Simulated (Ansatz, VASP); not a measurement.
## Cross-check of InAs between VASP and Ansatz

One calculation is typed for both programs; each brings its own data sets. How far apart do they land? The cell is taken from a series of runs on this material, whose earlier steps may have relaxed, scaled, displaced or heated it; both programs get it as it stands.

Program: Ansatz 0.2.0. Level of theory: plane waves, with VASP 6.6.1 beside it; zone-centre phonons at PBEsol. Results are calculated unless marked as measured.

**1. The structure**

The structure is cubic, space group F-43m (No. 216). Conventional cell: a = 6.128 Å, b = 6.128 Å, c = 6.128 Å, α = 90.00°, β = 90.00°, γ = 90.00°. Nearest to As lie 4 In at 2.65 Å. Nearest to In lie 4 As at 2.65 Å. Farther neighbours are not listed.

**2. Ansatz: zone-centre phonons, PBEsol**

Ansatz runs on its PAW soft_1 files.

Second derivatives magnify differences that forces hide, and they need a tight electronic threshold.

The input, input.yaml:

```yaml
crystal:
  lattice:
    - [-0.0006401214, 3.0635030423, 3.0635030423]
    - [3.0635030423, -0.0006401214, 3.0635030423]
    - [3.0635030423, 3.0635030423, -0.0006401214]
  atoms:
    - { symbol: As, position: [0.7499673806, 0.7499673806, 0.7499673806] }
    - { symbol: In, position: [3.26194e-05, 3.26194e-05, 3.26194e-05] }
kpoints:
  mp_grid: { grid: [12, 12, 12], shift: [0.5, 0.5, 0.5] }
hamiltonian:
  xc: pbesol
  pseudopotentials: { kind: paw, azcp: { folder: soft_1 }, xc_functional: pbe }
scf:
  occupations: { method: gaussian, width: 0.015 }
output:
  eigenvalues: true
phonons:
  method: dfpt
```

On the command line:

```bash
> ansatz run input.yaml --threads 4 --pin off --max-ram 10240MiB --backend cpu --events-out ev --progress --plain --runs-dir out
```

Numbers of over 12 decimals in the logs are rounded to 6 here.

The program printed:

```text
Engine: ansatz 0.2.0, x86_64-unknown-linux-gnu
Pseudopotentials: kind: paw
Pseudopotential: As, paw, valence charge 15, recommended cutoff 420 eV (normal), soft_1/As.paw.azcp
Pseudopotential: In, paw, valence charge 13, recommended cutoff 420 eV (normal), soft_1/In.paw.azcp
Functional definition: PBEsol
  exchange = pbesol_x
  correlation = pbesol_c
Crystal: 2 atoms, lattice volume = 57.520 Å³
Basis set: ecut = 420 eV, 1139 PW (Γ), exchange–correlation on 60×60×60 points (8 copies of the dense FFT grid, shifted against one another)
Bands: 18, of which v1, the nominal top of the filled ones, is band 14 counted from 1 (13 counted from 0)
Symmetry: 6 space group operations
k-points: 468 of 1728 (irreducible under 2 space group operations, time reversal used)
Non-local potential: As, projectors of the file, l = 0: 2, l = 1: 2, l = 2: 3, l = 3: 1
Non-local potential: In, projectors of the file, l = 0: 2, l = 1: 2, l = 2: 2, l = 3: 1
PAW form: soft (Blöchl's): semilocal exchange-correlation on the pseudo side does not see the compensation charge
PAW frozen core: As, regenerated for the run's functional, and the local potential with it (the file was generated under x = pbe(κ = 0.804, μ = 0.219515), c = pbe(β = 0.066725))
PAW frozen core: In, regenerated for the run's functional, and the local potential with it (the file was generated under x = pbe(κ = 0.804, μ = 0.219515), c = pbe(β = 0.066725))
PAW one-centre angular grid: As, 590 points (default); XC on 64 Gauss nodes
PAW one-centre angular grid: In, 590 points (default); XC on 64 Gauss nodes
Initial density: superposition of atomic densities (chi_scale 0.1, normalization cell, long waves kept (reshape's long-wave potential 0.00 eV rms))
Initial wavefunctions: pseudopotential atomic-orbital guess
Functional: x = pbesol(κ = 0.804, μ = 0.123457), c = pbesol(β = 0.046)
SCF iter   1: F=—  HF=-10338.979737 eV  |F-HF|=—  |Δ(HF+E_count)|=         —  Δρ=2.75e-2  dr2=3.48e-1  ethr=3.10e-3  ⟨swp⟩=6.0  Hψ=42093  notcnv=0
preconditioner: auto → none  [insulator: Δε(μ)=0.351 eV  Ē_g=14.512 eV  σ=0.015 eV  W_gap=1.00  n_scr=14 (ndim 8)  ℏωp=20.8 eV  f_vac=0.015  D(μ)=0.00/eV (n_scr^D=0)  ε∞_Penn≈3.0]
SCF iter   2: F=—  HF=-10338.906254 eV  |F-HF|=—  |Δ(HF+E_count)|=   7.35e-2  Δρ=1.25e-2  dr2=6.54e-2  ethr=1.24e-3  ⟨swp⟩=2.0  Hψ=14040  notcnv=0
SCF iter   3: F=—  HF=-10338.894718 eV  |F-HF|=—  |Δ(HF+E_count)|=   1.15e-2  Δρ=1.79e-3  dr2=4.35e-3  ethr=2.34e-4  ⟨swp⟩=2.0  Hψ=12171  notcnv=0
SCF iter   4: F=—  HF=-10338.893153 eV  |F-HF|=—  |Δ(HF+E_count)|=   1.56e-3  Δρ=5.82e-4  dr2=1.14e-4  ethr=1.55e-5  ⟨swp⟩=2.8  Hψ=17415  notcnv=0
SCF iter   5: F=—  HF=-10338.893157 eV  |F-HF|=—  |Δ(HF+E_count)|=   4.22e-6  Δρ=1.98e-4  dr2=8.42e-6  ethr=4.05e-7  ⟨swp⟩=2.0  Hψ=16640  notcnv=0
SCF iter   6: F=—  HF=-10338.893166 eV  |F-HF|=—  |Δ(HF+E_count)|=   8.65e-6  Δρ=1.76e-5  dr2=8.45e-8  ethr=3.01e-8  ⟨swp⟩=2.0  Hψ=9980  notcnv=0
SCF iter   7: F=—  HF=-10338.893166 eV  |F-HF|=—  |Δ(HF+E_count)|=   3.53e-7  Δρ=2.78e-6  dr2=4.09e-9  ethr=3.02e-10  ⟨swp⟩=2.0  Hψ=14873  notcnv=0
SCF iter   8: F=—  HF=-10338.893166 eV  |F-HF|=—  |Δ(HF+E_count)|=   2.35e-9  Δρ=9.53e-7  dr2=4.80e-10  ethr=1.46e-11  ⟨swp⟩=2.0  Hψ=14976  notcnv=0
SCF iter   9: F=—  HF=-10338.893166 eV  |F-HF|=—  |Δ(HF+E_count)|=  1.76e-10  Δρ=1.84e-7  dr2=2.05e-11  ethr=1.71e-12  ⟨swp⟩=3.0  Hψ=15021  notcnv=0
SCF iter  10: F=-10338.893166 eV  HF=-10338.893166 eV  |F-HF|=0.00e0  |Δ(HF+E_count)|=  1.64e-11  Δρ=1.48e-8  dr2=1.27e-13  ethr=1.00e-12  ⟨swp⟩=6.0  Hψ=35076  notcnv=0
SCF 1 converged in 10 iterations: F = -10338.893166 eV  dr2 = 1.27e-13
  greatest PAW one-centre occupation: 0.999 electrons in one spin orbital (limit 2), on the As atom at site 0 (counted from 0), in its partial waves of l = 2
DFPT response loops at Γ: preconditioner auto → none (the input reference at scf.mixing.eps_inf says where Resta's filter doesn't serve); β = 0.50; Broyden in place of MSR1
SCF converged after 10 iterations
Free energy (F): -10338.893166 eV
Harris-Foulkes:  -10338.893166 eV  (|F-HF|=0.00e0)
Internal energy: -10338.893166 eV  (E = F + TS)
E sigma→0 (E₀):  -10338.893166 eV
Fermi energy:    7.156771 eV
--- Per-component energies (eV) ---
  E_band       = -332.920193
  E_kinetic    = 315.988969
  E_local      = -3532.358207  (includes V_loc(G=0)·N_el)
  E_nonlocal   = -63.466493
  E_hartree    = 1750.329771
  E_xc         = -211.109439
  E_vxc        = -162.652749  (∫ρ·V_xc dr)
  E_paw        = -6109.486964  (= ΣΔE_a)
  E_vpaw       = -391.091407  (= ΣTr[D̂ρ^β])
  E_aug_tail   = 0.000153  (compensation charges beyond the density's cutoff)
  E_ewald      = -2489.993290
  E_core_change = 1.202334  (= ΣΔE_core)
  E_smearing   = -0.000000  (= −TS)
  E_closure    = 0.000000  (closes the sum)
  Σ components = -10338.893166   (vs F -10338.893166, Δ=0.00e0)
--- Band table (eV; the first three rows and the last of 468) ---
  k-point 0: bands = [... 10 lower, -4.6022, 6.1891, 6.9992, 6.9992, 7.3139, 10.8674, 10.9049, 10.9049]
  k-point 1: bands = [... 10 lower, -4.5123, 5.3719, 6.7527, 6.9535, 7.8997, 10.8093, 10.9893, 11.2416]
  k-point 2: bands = [... 10 lower, -4.2972, 4.2605, 6.4685, 6.7649, 8.2420, 11.1059, 11.2570, 11.6553]
  k-point 467: bands = [... 10 lower, -3.2525, 1.4287, 5.9353, 6.0545, 7.9837, 11.5562, 11.6939, 13.7490]
--- Phonons (Γ-DFPT): 2 representative perturbations + reference, on 468 of 1728 k-points (Σ response iterations 6) ---
  k mesh reduced under 2 symmetry operations, with k and −k counted as one. Each operation leaves every solved perturbation unchanged. A smaller set is not used because it would not reduce the number of displacements times k-points to solve
  ASR residual: 5.436e-5 → 0.000e0 eV/Å²; symmetrization residual: 1.775e-5 eV/Å²
  ASR residual per site (eV/Å²): 2.36e-5 5.44e-5
  Γ frequencies (cm⁻¹): 0.00 0.00 0.00 203.96 203.96 204.13
  non-analytic LO–TO correction: not included (Born effective charges unavailable; polar crystals: no LO–TO splitting at Γ)
```

Reading the cycles: dr2 is the Hartree energy of the density residual (eV), the measure of convergence; HF is the Harris–Foulkes estimate of the energy, which meets the free energy F at convergence.

[end of part 1 of 3]

[Lines on the potential files, build, host, timing and source positions are cut from VASP's logs without a mark.]

[Logs are printed without paths, hosts, clocks, repeated set-up lines and the standing remarks that a program may print on its own settings, such as how far it seeks lower states.]

[Hosts, paths, dates, database ids (printed as entryN), source tags and the programs' standing remarks are cut or masked in the printed files.]
